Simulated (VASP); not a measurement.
A run of VASP 6.6.1:

The input INCAR:

```
ALGO = Normal
EDIFF = 1E-6
ENCUT = 520
GGA = PS
ISIF = 2
ISMEAR = 0
ISPIN = 2
LASPH = T
LCHARG = F
LDAU = T
LDAUJ = 0 0
LDAUL = 3 -1
LDAUPRINT = 1
LDAUTYPE = 2
LDAUU = 3 0
LMAXMIX = 6
LORBIT = 11
LREAL = F
LWAVE = F
MAGMOM = 6 -6 0 0
NELM = 120
PREC = Accurate
SIGMA = 0.05
```

The input KPOINTS:

```
k-points
0
Gamma
  7 7 4
```

POSCAR

```
TbO
1.0
    2.7838380500      0.0000000000      0.0000000000
    0.0000000000      2.7838380500      0.0000000000
    0.0000000000      0.0000000000      5.5676761000
Tb O
2 2
Direct
    0.0000000000      0.0000000000      0.0000000000
    0.0000000000      0.0000000000      0.5000000000
    0.5000000000      0.5000000000      0.2500000000
    0.5000000000      0.5000000000      0.7500000000
```

Potentials or basis: VASP PAW PBE potentials, release 64 (Tb, O).

The run is started by

```console
$ cat potpaw_PBE.64/Tb/POTCAR potpaw_PBE.64/O/POTCAR > POTCAR
$ mpirun -np 1 vasp_std > vasp.out
```

Hardware: 1 thread of Intel(R) Xeon(R) 6975P-C (Granite Rapids), with other jobs on the host.

How long does it take, and how much memory?

Wall time 3.5 min on 1 thread of Intel(R) Xeon(R) 6975P-C (Granite Rapids) (shared host), peak memory 0.23 GiB. Counts: scf iterations 56, k points 30.
